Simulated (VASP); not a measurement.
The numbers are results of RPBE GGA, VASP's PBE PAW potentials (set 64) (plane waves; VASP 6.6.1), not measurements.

VASP input:

INCAR:
```
SYSTEM = Ni3Si
PREC = Accurate; ENCUT = 520; LREAL = .FALSE.
LASPH = .TRUE.
EDIFF = 1E-7; NELM = 100; ALGO = Normal
LMAXMIX = 4
ISMEAR = 1; SIGMA = 0.1
GGA = RP
ISIF = 2
LWAVE = .FALSE.; LCHARG = .FALSE.
```

**POSCAR**
```
Ni3Si
1
    3.5335826190     0.0000000000     0.0000000000
    0.0000000000     3.5335826190     0.0000000000
    0.0000000000     0.0000000000     3.5335826190
Si Ni
1 3
Direct
  0.0000000000   0.0000000000   0.0000000000
  0.0000000000   0.5000000000   0.5000000000
  0.5000000000   0.0000000000   0.5000000000
  0.5000000000   0.5000000000   0.0000000000
```

KPOINTS:
```
Automatic mesh
0
Gamma
9 9 9
0 0 0
```

POTCAR, in this order: Si Ni (PBE.64 set). Program: vasp_std.

The run wrote:

OSZICAR:
```
       N       E                     dE             d eps       ncg     rms          rms(c)
DAV:   1     0.201444338376E+03    0.20144E+03   -0.15818E+04  1486   0.215E+03
DAV:   2    -0.146245517494E+02   -0.21607E+03   -0.20864E+03  1470   0.370E+02
DAV:   3    -0.249421436476E+02   -0.10318E+02   -0.98887E+01  1628   0.109E+02
DAV:   4    -0.251818146456E+02   -0.23967E+00   -0.23687E+00  1716   0.146E+01
DAV:   5    -0.251901256471E+02   -0.83110E-02   -0.83103E-02  1707   0.265E+00    0.188E+01
DAV:   6    -0.252514939403E+02   -0.61368E-01   -0.53262E+01  1710   0.118E+02    0.172E+01
DAV:   7    -0.217994095491E+02    0.34521E+01   -0.15777E+01  1659   0.660E+01    0.415E+00
DAV:   8    -0.217678889796E+02    0.31521E-01   -0.67534E-01  1568   0.623E+00    0.141E+00
DAV:   9    -0.217515041451E+02    0.16385E-01   -0.34462E-02  1977   0.271E+00    0.575E-01
DAV:  10    -0.217495732572E+02    0.19309E-02   -0.32332E-03  1946   0.441E-01    0.251E-01
DAV:  11    -0.217492213979E+02    0.35186E-03   -0.81285E-04  2239   0.348E-01    0.535E-02
DAV:  12    -0.217492058297E+02    0.15568E-04   -0.11863E-04  1643   0.132E-01    0.158E-02
DAV:  13    -0.217492046167E+02    0.12130E-05   -0.82374E-06  1698   0.196E-02    0.902E-03
DAV:  14    -0.217492039621E+02    0.65459E-06   -0.55242E-07  1637   0.795E-03    0.312E-03
DAV:  15    -0.217492038570E+02    0.10510E-06   -0.18433E-07   986   0.588E-03    0.875E-04
DAV:  16    -0.217492039217E+02   -0.64671E-07   -0.30320E-08   835   0.171E-03
   1 F= -.21749204E+02 E0= -.21749261E+02  d E =0.172113E-03
```

### OUTCAR
```
------------------------ aborting loop because EDIFF is reached ----------------------------------------
  FORCE on cell =-STRESS in cart. coord.  units (eV):
  Direction    XX          YY          ZZ          XY          YZ          ZX
  --------------------------------------------------------------------------------------
  Total       -0.0056911     -0.0056911     -0.0056911     -0.0000000     -0.0000000      0.0000000
  in kB       -0.2066630     -0.2066630     -0.2066630     -0.0000000     -0.0000000      0.0000000
  external PRESSURE =      -0.2066630 kB  Pullay stress =       0.0000000 kB
  volume of cell :       44.12
      direct lattice vectors                 reciprocal lattice vectors
     3.533582619  0.000000000  0.000000000     0.282998902  0.000000000  0.000000000
     0.000000000  3.533582619  0.000000000     0.000000000  0.282998902  0.000000000
     0.000000000  0.000000000  3.533582619     0.000000000  0.000000000  0.282998902
 POSITION                                       TOTAL-FORCE (eV/Angst)
 -----------------------------------------------------------------------------------
      0.00000      0.00000      0.00000         0.000000      0.000000      0.000000
      0.00000      1.76679      1.76679         0.000000      0.000000      0.000000
      1.76679      0.00000      1.76679         0.000000      0.000000      0.000000
      1.76679      1.76679      0.00000         0.000000      0.000000      0.000000
 -----------------------------------------------------------------------------------
    total drift:                                0.000000      0.000000      0.000000
  FREE ENERGIE OF THE ION-ELECTRON SYSTEM (eV)
  ---------------------------------------------------
  free  energy   TOTEN  =       -21.7492039217 eV

  energy  without entropy=      -21.7493760342  energy(sigma->0) =      -21.74926129
```
(Selected blocks of OUTCAR.)

The compound is Ni3Si in the L1_2 structure. It was relaxed first. The run is not spin-polarised, so no magnetic state was tried.
